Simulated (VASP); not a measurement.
Ca2CuS2O2:

```xyz
7
Lattice="3.8625 0.0000 0.0000 0.0000 3.8625 0.0000 0.0000 0.0000 7.7455" Properties=species:S:1:pos:R:3 pbc="T T T"
Cu    0.0000    0.0000    3.8727
Ca    1.9312    1.9312    2.2608
Ca    1.9312    1.9312    5.4847
S     0.0000    0.0000    1.0713
S     0.0000    0.0000    6.6742
O     1.9312    0.0000    3.8727
O     0.0000    1.9312    3.8727
```

The cell comes from a database or a generator and needn't be the stable form of this composition.

```yaml
Program: VASP 6.6.1
Task: single point
Functional: PBE
Potentials_or_basis: VASP PAW PBE potentials, release 64 (Cu, Ca_sv, S, O)
Cutoff: 520 eV
k_mesh: 7 × 7 × 4
Occupations: fermi-dirac, width 0.05 eV
Spin: no spin polarisation
```

On this cell: pressure 0.3 GPa; largest force 0.154 eV/Å; band gap on the k mesh none (metal or under the smearing width).

The same run follows on a disturbed copy (atoms moved at random, drawn with an rms of 0.05 Å):

```
Cu Ca S O
1.0
     3.86250    0.00000    0.00000
     0.00000    3.86250    0.00000
     0.00000    0.00000    7.74547
Cu Ca S O
1 2 2 2
Direct
  0.99199 0.98920 0.50554
  0.49930 0.49834 0.28459
  0.49622 0.50383 0.71042
  0.99064 0.01636 0.13871
  0.99286 0.98717 0.86335
  0.49693 0.98891 0.50091
  0.00233 0.49271 0.49568
```

What changes?

The energy (extrapolated to zero smearing) moves by +7.3 meV/atom; pressure 0.1 GPa; largest force 0.558 eV/Å; band gap on the k mesh none (metal or under the smearing width).

Forces on the atoms (eV/Å):
```
Cu   0.360  0.283 -0.175
Ca  -0.098  0.115  0.537
Ca  -0.041 -0.242 -0.404
S    0.077 -0.178  0.000
S    0.020  0.143 -0.107
O   -0.203  0.057  0.045
O   -0.114 -0.178  0.104
```

Stress tensor (GPa, compression positive):
```
 0.42 -0.02  0.00
-0.02  0.25  0.21
 0.00  0.21 -0.46
```

Caveats: an odd number of electrons without spin polarisation forces a metal; a magnetic or distorted state may lie lower; the run has no spin polarisation, though such a crystal can be magnetic; semilocal functionals often make such compounds metallic where correlation or magnetic order opens a gap, which also shifts bond lengths.
